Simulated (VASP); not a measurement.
**Bi2Te3 (Tellurobismuthite): cell size against the level of theory**

Which functional gives the lattice of Bi2Te3 (Tellurobismuthite) as experiment finds it, and is a dearer one worth its cost? The levels: LDA, PBEsol, PBE, r2SCAN, PBE + D3(BJ), r2SCAN + rVV10, optB86b-vdW and PBE + D4. LASPH is on for some levels and off for others; the table marks which. The start is a cell from a database of measured crystal structures.

Method: LDA; plane waves and PAW (Bi_d, Te), in the first sound run; inputs show where later runs differ, in VASP 6.6.1.

Experimental background.

For Bi2Te3, rhombohedral tetradymite-type layered structure (powder from self-flux grown single crystal, 300 K), “Unexplored photoluminescence from bulk and mechanically exfoliated few layers of Bi2Te3” (2018, pmc:6004008) gives, by powder XRD, Rietveld refinement: lattice constant a (a, hexagonal setting) 4.3866 ± 0.0002 Å [measurement temperature not stated; room temperature presumed]; lattice constant c (c, hexagonal setting) 30.4978 ± 0.0013 Å [measurement temperature not stated; room temperature presumed].

This is a report of a sequence of runs, with most program output left out.

**1. The starting structure**

Before any relaxation, the start is as follows. Symmetry: R-3m, No. 166, trigonal system. The conventional cell has a = 4.386 Å, b = 4.386 Å, c = 30.497 Å, α = 90.00°, β = 90.00°, γ = 120.00°. Bi has 6 Te at 3.07 to 3.25 Å nearest. Te has 6 Bi at 3.25 Å nearest. Nearest to Te lie 3 Bi at 3.07 Å. Farther neighbours and most contacts between anions are not listed.

**2. Relaxation with LDA**

Properties are meant for the cell that this level of theory prefers, so cell and atoms are relaxed first (ISIF = 3) until forces and stress are small; EDIFFG sets the threshold. LDA, the lowest rung, knows the local density alone.

File INCAR:

```
SYSTEM = Bi2Te3
PREC = Accurate
ENCUT = 520
EDIFF = 1E-06
NELM = 100
ISMEAR = -1
SIGMA = 0.05
LREAL = .FALSE.
ALGO = Normal
GGA = CA
NBANDS = 30
LORBIT = 11
LWAVE = .FALSE.
LCHARG = .FALSE.
KPAR = 4
IBRION = 2
NSW = 60
ISIF = 3
EDIFFG = -0.01
```

File POSCAR:

```
Bi2Te3
1.0
   -4.3860000000      0.0000000000      0.0000000000
    2.1930000000     -3.7983874210      0.0000000000
    2.1930000000      1.2661291403     10.1656666667
Bi Te
2 3
Direct
    0.8000000000      0.4000000000      0.2000000000
    0.2000000000      0.6000000000      0.8000000000
    0.0000000000      0.0000000000      0.0000000000
    0.4190000000      0.2095000000      0.6285000000
    0.5810000000      0.7905000000      0.3715000000
```

File KPOINTS:

```
Automatic mesh
0
Gamma
7 7 7
0 0 0
```

Potentials, in the order of the species: Bi_d and Te (PBE family, release 64).

The run is started by

```console
$ mpirun -np 4 vasp_std
```

Wall time 6.2 min (4 MPI ranks of Intel Xeon Platinum 8259CL at 2.50GHz (Skylake/Cascade Lake), shared host); peak memory 1.6 GiB.

The gap is read on the k-mesh alone, so it is an upper bound where the band edges lie off the mesh. The PAW data sets were made with PBE, though LDA sets exist; this is a small mismatch. The run keeps the 12 symmetry operations of its start, so it cannot find a distortion of lower symmetry.

The steps of the relaxation:

| step | energy less that of the first step (eV) | largest force (eV/Å) | pressure (GPa) | volume (Å³) |
| --- | --- | --- | --- | --- |
| 1 | 0.0000 | 0.1373 | -1.54 | 169.36 |
| 2 | -0.0108 | 0.2310 | 1.24 | 161.50 |
| 3 | -0.0237 | 0.0694 | -0.02 | 164.75 |
| 4 | -0.0237 | 0.0739 | 0.00 | 164.66 |
| 5 | -0.0246 | 0.0550 | 0.02 | 164.51 |
| 6 | -0.0252 | 0.0410 | 0.03 | 164.24 |
| 7 | -0.0255 | 0.0356 | -0.02 | 164.38 |
| 8 | -0.0257 | 0.0255 | -0.12 | 164.63 |
| 9 | -0.0258 | 0.0175 | -0.10 | 164.51 |
| 10 | -0.0260 | 0.0302 | 0.04 | 164.14 |
| 11 | -0.0260 | 0.0285 | 0.02 | 164.20 |
| 12 | -0.0261 | 0.0247 | -0.02 | 164.18 |
| 13 | -0.0262 | 0.0133 | -0.02 | 164.11 |
| 14 | -0.0262 | 0.0104 | -0.05 | 163.98 |
| 15 | -0.0263 | 0.0062 | -0.03 | 164.05 |

| conventional cell, symmetrised | before | after | change |
| --- | --- | --- | --- |
| a (Å) | 4.386 | 4.362 | -0.6 % |
| b (Å) | 4.386 | 4.362 | -0.6 % |
| c (Å) | 30.497 | 29.873 | -2.0 % |
| volume (Å³/atom) | 33.87 | 32.81 | -3.1 % |

The atoms that moved most (Å, as changes of fractional coordinates times the final cell):

| atom | dx | dy | dz | length |
| --- | --- | --- | --- | --- |
| Te4 | 0.000 | 0.000 | -0.024 | 0.024 |
| Te5 | 0.000 | 0.000 | 0.024 | 0.024 |
| Bi2 | 0.000 | 0.000 | -0.010 | 0.010 |
| Bi1 | 0.000 | 0.000 | 0.010 | 0.010 |

The relaxed structure:

```
Bi Te
1.0
    -4.36157    0.00000    0.00000
     2.18078   -3.77723    0.00000
     2.18078    1.25908    9.95762
Bi Te
2 3
Direct
  0.80070 0.40035 0.20105
  0.19930 0.59965 0.79895
  0.00000 0.00000 0.00000
  0.41740 0.20870 0.62610
  0.58260 0.79130 0.37390
```

Numbers from this step:

```yaml
electrons: 48
bands: 30
irreducible_k_points: 44
symmetry_operations: 12
free_energy_toten: -21.70 eV
energy_at_zero_smearing: -21.70 eV
fermi_energy: 6.431 eV
pressure: -0.02644 GPa
metallic: no
valence_top_at_k: 0, 0, 0
conduction_bottom_at_k: 0, 0, 0
least_direct_gap_at_k: 0, 0, 0
scf_cycles_over_all_ionic_steps: 93
gap_on_the_k_mesh: 0.1374 eV
least_direct_gap_on_the_k_mesh: 0.1374 eV
```

It ends with a largest force of 0.006 eV/Å and a pressure of -0.03 GPa. The volume lies -3.1 % from that of the database's start, which holds the thermal and zero-point expansion of its experiment. LDA is known to overbind. The conventional cell has a = 4.362 and c = 29.873 Å.

**3. Relaxation with PBEsol**

This step: PBEsol; plane waves and PAW (Bi_d, Te) (VASP 6.6.1).

PBEsol restores the gradient expansion of exchange and is tuned for the cells of solids.

Edit INCAR of step 2 so:

```diff
@@ -9,3 +9,3 @@
 ALGO = Normal
-GGA = CA
+GGA = PS
 NBANDS = 30
```

POSCAR is that of step 2.

KPOINTS is that of step 2.

The run is started by

```console
$ mpirun -np 4 vasp_std
```

The job ended after 2.8 min (4 MPI ranks; peak memory 1.8 GiB; 11 min of CPU time).

The PAW data sets were made with PBE, which is usual practice but a small mismatch for other functionals.

The steps of the relaxation:

| step | energy less that of the first step (eV) | largest force (eV/Å) | pressure (GPa) | volume (Å³) |
| --- | --- | --- | --- | --- |
| 1 | 0.0000 | 0.0954 | -0.58 | 169.36 |
| 2 | -0.0022 | 0.0573 | 0.44 | 166.38 |
| 3 | -0.0038 | 0.0150 | 0.02 | 167.54 |
| 4 | -0.0040 | 0.0106 | 0.02 | 167.58 |
| 5 | -0.0042 | 0.0006 | 0.00 | 167.66 |

| conventional cell, symmetrised | before | after | change |
| --- | --- | --- | --- |
| a (Å) | 4.386 | 4.382 | -0.1 % |
| b (Å) | 4.386 | 4.382 | -0.1 % |
| c (Å) | 30.497 | 30.242 | -0.8 % |
| volume (Å³/atom) | 33.87 | 33.53 | -1.0 % |

The relaxed structure:

```cif
data_structure
_symmetry_space_group_name_H-M 'P 1'
_symmetry_Int_Tables_number 1
_cell_length_a 4.3823
_cell_length_b 4.3823
_cell_length_c 10.3932
_cell_angle_alpha 90.000
_cell_angle_beta 102.171
_cell_angle_gamma 120.000
_cell_volume 167.66
loop_
_atom_site_label
_atom_site_type_symbol
_atom_site_fract_x
_atom_site_fract_y
_atom_site_fract_z
_atom_site_occupancy
Bi1 Bi 0.79993 0.39997 0.19990 1
Bi2 Bi 0.20007 0.60003 0.80010 1
Te3 Te 0.00000 0.00000 0.00000 1
Te4 Te 0.41924 0.20962 0.62886 1
Te5 Te 0.58076 0.79038 0.37114 1
```

This step gave:

```
free energy (TOTEN)             : -20.30 eV
energy at zero smearing         : -20.30 eV
Fermi energy                    : 6.288 eV
pressure                        : 0.004479 GPa
SCF cycles over all ionic steps : 40
gap on the k-mesh               : 0.1972 eV
least direct gap on the k-mesh  : 0.1972 eV
```

It ends at 33.53 Å³/atom, -1.0 % from the start, with 0.00 GPa left. The conventional cell has a = 4.382 and c = 30.242 Å.

**4. Relaxation with PBE**

This step: PBE; plane waves and PAW (Bi_d, Te) (VASP 6.6.1).

PBE, the usual starting point, adds the gradient of the density.

Edit INCAR of step 3 so:

```diff
@@ -9,3 +9,3 @@
 ALGO = Normal
-GGA = PS
+GGA = PE
 NBANDS = 30
```

POSCAR is that of step 3.

KPOINTS is that of step 3.

The run is started by

```console
$ mpirun -np 4 vasp_std
```

Elapsed: 8 min, on 4 MPI ranks; peak memory 1.8 GiB; 32 min of CPU time.

The bonds form layers, held to each other by dispersion, which PBE lacks, so the spacing between them is unreliable.

The steps of the relaxation:

| step | energy less that of the first step (eV) | largest force (eV/Å) | pressure (GPa) | volume (Å³) |
| --- | --- | --- | --- | --- |
| 1 | 0.0000 | 0.0277 | 1.89 | 169.36 |
| 2 | -0.0276 | 0.3450 | -0.89 | 179.34 |
| 3 | -0.0371 | 0.2420 | 0.00 | 175.86 |
| 4 | -0.0426 | 0.1732 | -0.01 | 176.35 |
| 5 | -0.0462 | 0.1156 | 0.02 | 177.25 |
| 6 | -0.0462 | 0.1036 | 0.00 | 177.18 |
| 7 | -0.0481 | 0.0940 | 0.04 | 177.34 |
| 8 | -0.0526 | 0.0648 | 0.06 | 177.82 |
| 9 | -0.0581 | 0.0107 | 0.13 | 178.78 |
| 10 | -0.0562 | 0.1171 | 0.35 | 180.70 |
| 11 | -0.0592 | 0.0456 | 0.21 | 179.55 |
| 12 | -0.0605 | 0.0605 | -0.11 | 181.18 |
| 13 | -0.0605 | 0.0581 | -0.11 | 181.11 |
| 14 | -0.0615 | 0.0232 | -0.04 | 181.26 |
| 15 | -0.0618 | 0.0045 | 0.00 | 181.35 |

| conventional cell, symmetrised | before | after | change |
| --- | --- | --- | --- |
| a (Å) | 4.386 | 4.451 | +1.5 % |
| b (Å) | 4.386 | 4.451 | +1.5 % |
| c (Å) | 30.497 | 31.704 | +4.0 % |
| volume (Å³/atom) | 33.87 | 36.27 | +7.1 % |

The atoms that moved most (Å, as changes of fractional coordinates times the final cell):

| atom | dx | dy | dz | length |
| --- | --- | --- | --- | --- |
| Te5 | 0.000 | 0.000 | -0.153 | 0.153 |
| Te4 | 0.000 | 0.000 | 0.153 | 0.153 |
| Bi1 | 0.000 | 0.000 | -0.063 | 0.063 |
| Bi2 | 0.000 | 0.000 | 0.063 | 0.063 |

The relaxed structure:

```xyz
5
Lattice="-4.4515 0.0000 0.0000 2.2257 -3.8551 0.0000 2.2257 1.2850 10.5679" Properties=species:S:1:pos:R:3 pbc="T T T"
Bi   -2.2257   -1.2850    2.0508
Bi    2.2257   -1.2850    8.5172
Te    0.0000    0.0000    0.0000
Te    0.0000    0.0000    6.7954
Te    0.0000   -2.5701    3.7725
```

It ends at 36.27 Å³/atom, +7.1 % from the start, with 0.00 GPa left. The conventional cell has a = 4.451 and c = 31.704 Å.

**5. Relaxation with r2SCAN**

This step: r2SCAN; plane waves and PAW (Bi_d, Te) (VASP 6.6.1).

r2SCAN adds the kinetic-energy density, costs more than a GGA and is run with LASPH.

Edit INCAR of step 4 so:

```diff
@@ -9,3 +9,4 @@
 ALGO = Normal
-GGA = PE
+METAGGA = R2SCAN
+LASPH = .TRUE.
 NBANDS = 30
```

POSCAR is that of step 4.

KPOINTS is that of step 4.

The run is started by

```console
$ mpirun -np 4 vasp_std
```

It took 31 min on 4 MPI ranks.

The run was stopped at its time limit, by a STOPCAR file.

By then 14 ionic steps had been finished.

More ranks or a longer limit would be the way on, or going on from the last geometry.

**6. Relaxation with PBE + D3(BJ)**

This step: PBE with D3(BJ); plane waves and PAW (Bi_d, Te) (VASP 6.6.1).

A dispersion term adds the long-range attraction that semilocal functionals lack. D3 with Becke-Johnson damping keeps a finite attraction at short range.

Edit INCAR of step 5 so:

```diff
@@ -9,4 +9,4 @@
 ALGO = Normal
-METAGGA = R2SCAN
-LASPH = .TRUE.
+GGA = PE
+IVDW = 12
 NBANDS = 30
```

POSCAR is that of step 5.

KPOINTS is that of step 5.

The run is started by

```console
$ mpirun -np 4 vasp_std
```

Run time: 7.1 min. Hardware: 4 MPI ranks; peak memory 1.9 GiB.

It ends at 33.62 Å³/atom, -0.7 % from the start, with -0.03 GPa left. The conventional cell has a = 4.388 and c = 30.249 Å. Against plain PBE, the dispersion term moves a by -1.4 % and c by -4.6 %.

**7. Relaxation with r2SCAN + rVV10**

This step: r2SCAN with rVV10; plane waves and PAW (Bi_d, Te) (VASP 6.6.1).

LUSE_VDW switches on a nonlocal correlation term for dispersion.

Edit INCAR of step 6 so:

```diff
@@ -9,4 +9,8 @@
 ALGO = Normal
-GGA = PE
-IVDW = 12
+METAGGA = R2SCAN
+LUSE_VDW = .TRUE.
+IVDW_NL = 2
+BPARAM = 11.95
+CPARAM = 0.0093
+LASPH = .TRUE.
 NBANDS = 30
```

POSCAR is that of step 6.

KPOINTS is that of step 6.

The run is started by

```console
$ mpirun -np 4 vasp_std
```

Run time: 31 min. Hardware: 4 MPI ranks.

The run was stopped at its time limit, by a STOPCAR file.

By then 6 ionic steps had been finished.

More ranks or a longer limit would be the way on, or going on from the last geometry.

**8. Relaxation with optB86b-vdW**

This step: optB86b-vdW; plane waves and PAW (Bi_d, Te) (VASP 6.6.1).

optB86b-vdW pairs nonlocal correlation with a less repulsive exchange of B86b form.

Edit INCAR of step 7 so:

```diff
@@ -9,7 +9,7 @@
 ALGO = Normal
-METAGGA = R2SCAN
+GGA = MK
+AGGAC = 0
 LUSE_VDW = .TRUE.
-IVDW_NL = 2
-BPARAM = 11.95
-CPARAM = 0.0093
+PARAM1 = 0.1234
+PARAM2 = 1
 LASPH = .TRUE.
```

POSCAR is that of step 7.

KPOINTS is that of step 7.

The run is started by

```console
$ mpirun -np 4 vasp_std
```

Wall time 26 min (4 MPI ranks); peak memory 3.7 GiB.

It ends at 34.58 Å³/atom, +2.1 % from the start, with 0.00 GPa left. The conventional cell has a = 4.418 and c = 30.680 Å.

**9. Relaxation with PBE + D4**

This step: PBE with D4; plane waves and PAW (Bi_d, Te) (VASP 6.6.1).

D4 lets the coefficients depend on atomic charges too.

Edit INCAR of step 8 so:

```diff
@@ -9,8 +9,4 @@
 ALGO = Normal
-GGA = MK
-AGGAC = 0
-LUSE_VDW = .TRUE.
-PARAM1 = 0.1234
-PARAM2 = 1
-LASPH = .TRUE.
+GGA = PE
+IVDW = 13
 NBANDS = 30
```

POSCAR is that of step 8.

KPOINTS is that of step 8.

The run is started by

```console
$ mpirun -np 4 vasp_std
```

The job ended after 5.8 min (4 MPI ranks; peak memory 1.8 GiB; 23 min of CPU time).

It ends at 33.60 Å³/atom, -0.8 % from the start, with -0.01 GPa left. The conventional cell has a = 4.387 and c = 30.240 Å. Against plain PBE, the dispersion term moves a by -1.5 % and c by -4.6 %.

**10. The cells as a table**

This step: relaxed cells at several levels; plane waves and PAW (VASP 6.6.1).

No new run; the numbers come from the runs before.

Lengths are those of the conventional cell; cost is the wall time of each run, as given at its step, times its ranks, without the set-up around it; LASPH differs between rows, which moves results and costs too. Results by level, by row:

| level | volume (Å³/atom) | change from the start (%) | a (Å) | c (Å) | cost (core minutes) | LASPH |
| --- | --- | --- | --- | --- | --- | --- |
| LDA | 32.81 | -3.1 | 4.362 | 29.87 | 24.8 | off |
| PBEsol | 33.53 | -1 | 4.382 | 30.24 | 11.3 | off |
| PBE | 36.27 | 7.1 | 4.451 | 31.7 | 31.8 | off |
| PBE + D3(BJ) | 33.62 | -0.7 | 4.388 | 30.25 | 28.5 | off |
| optB86b-vdW | 34.58 | 2.1 | 4.418 | 30.68 | 105 | on |
| PBE + D4 | 33.6 | -0.8 | 4.387 | 30.24 | 23.1 | off |

**11. Outcome**

| Property | Result |
| --- | --- |
| volume, LDA | 32.81 Å³/atom |
| volume, PBEsol | 33.53 Å³/atom |
| volume, PBE | 36.27 Å³/atom |
| volume, PBE + D3(BJ) | 33.62 Å³/atom |
| volume, optB86b-vdW | 34.58 Å³/atom |
| volume, PBE + D4 | 33.60 Å³/atom |

For Bi2Te3 (Tellurobismuthite) the levels give volumes between 32.81 Å³/atom (LDA) and 36.27 Å³/atom (PBE), a spread of 10.5 %, while the cost of the finished runs spans a factor of 9.3. Within 1 % of experiment on every length: PBEsol, PBE + D3(BJ), optB86b-vdW and PBE + D4. The nearest, optB86b-vdW, took 9.3 times the core time of PBEsol and lowers the largest miss from 0.84 to 0.72 %. Thermal and zero-point expansion, often some tenths of a per cent in length, bear on this order: with the measured lengths lowered by an assumed 0.4 % the nearest becomes PBE + D3(BJ). The costs hold the number of ionic steps as well as the price of the functional. Adding D3(BJ) to PBE changes the volume by -7.3 % (a by -1.4 % and c by -4.6 %). Adding D4 to PBE changes the volume by -7.4 % (a by -1.5 % and c by -4.6 %). Within 0.02 Å all end in space group R-3m; the runs can't lower the symmetry of the start. Spin-orbit coupling is left out. LASPH is on for some levels and off for others, so differences between them are not the functional's alone. Not obtained: r2SCAN, because the run hit its time limit. Not obtained: r2SCAN + rVV10, because the run hit its time limit. Each is a single relaxation on the plane waves of the start cell, so larger changes of volume carry a basis-set error that was not tested here.

Comparison with the measured values:

| quantity | measured | LDA | PBEsol | PBE | PBE + D3(BJ) | optB86b-vdW | PBE + D4 |
| --- | --- | --- | --- | --- | --- | --- | --- |
| lattice constant a (Å) | 4.3866 | 4.362 (-0.6 %) | 4.382 (-0.1 %) | 4.451 (+1.5 %) | 4.388 (+0.0 %) | 4.418 (+0.7 %) | 4.387 (+0.0 %) |
| lattice constant c (Å) | 30.4978 | 29.873 (-2.0 %) | 30.242 (-0.8 %) | 31.704 (+4.0 %) | 30.249 (-0.8 %) | 30.680 (+0.6 %) | 30.240 (-0.8 %) |

Measured values from pmc:6004008 (2018).

Verdict: For the lattice constant a, of the levels listed nearest comes PBE + D4 (+0.0 %, good agreement) and farthest PBE (+1.5 %, fair agreement). For the lattice constant c, of the levels listed nearest comes optB86b-vdW (+0.6 %, good agreement) and farthest PBE (+4.0 %, a clear miss). The grades are ours: good and fair within 0.7 and 1.5 % for the lattice constant a and 0.8 and 2 % for the lattice constant c. For lattice constants the calculation has a static lattice, without zero-point motion or thermal expansion (measured at up to 300 K).

[Lines on the potential files, build, host, timing and source positions are cut from VASP's logs without a mark.]

[Logs are printed without paths, hosts, clocks, repeated set-up lines and the standing remarks that a program may print on its own settings, such as how far it seeks lower states.]

[Hosts, paths, dates, database ids (printed as entryN), source tags and the programs' standing remarks are cut or masked in the printed files.]

[A measured line is paired with the nearest computed mode of its activity, which favours agreement.]
